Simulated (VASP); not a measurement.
```
CdSe
1.0
    0.00000     3.09567     3.09567
    3.09567     0.00000     3.09567
    3.09567     3.09567     0.00000
Cd Se
1 1
Direct
  0.00000   0.00000   0.00000
  0.25000   0.25000   0.25000
```

Calculation: PBE GGA, VASP's PBE PAW potentials (set 64) (plane waves; VASP 6.6.1). Numerical set-up: 400 eV cut-off, Gaussian smearing of 0.050 eV, potentials Cd Se.

**Question.** Give the energies of bands 7 to 11 at the high-symmetry points, in eV from the valence-band maximum.

**Answer.** 
```json
[
 {"band": "7", "Γ": "0.00", "X": "-3.85", "U": "-3.77", "L": "-4.09", "W": "-3.74"},
 {"band": "8", "Γ": "0.00", "X": "-1.68", "U": "-2.30", "L": "-0.68", "W": "-2.04"},
 {"band": "9", "Γ": "0.00", "X": "-1.68", "U": "-1.37", "L": "-0.68", "W": "-1.99"},
 {"band": "10", "Γ": "0.50", "X": "3.23", "U": "3.70", "L": "2.32", "W": "4.80"},
 {"band": "11", "Γ": "5.93", "X": "3.69", "U": "5.04", "L": "6.42", "W": "5.22"}
]
```

The gap is direct, 0.50 eV, from the valence maximum at Γ to the conduction minimum at Γ.

The compound is CdSe in the zinc blende structure, whereas wurtzite is the usual form. It was relaxed first, which changed the volume by +7 %.
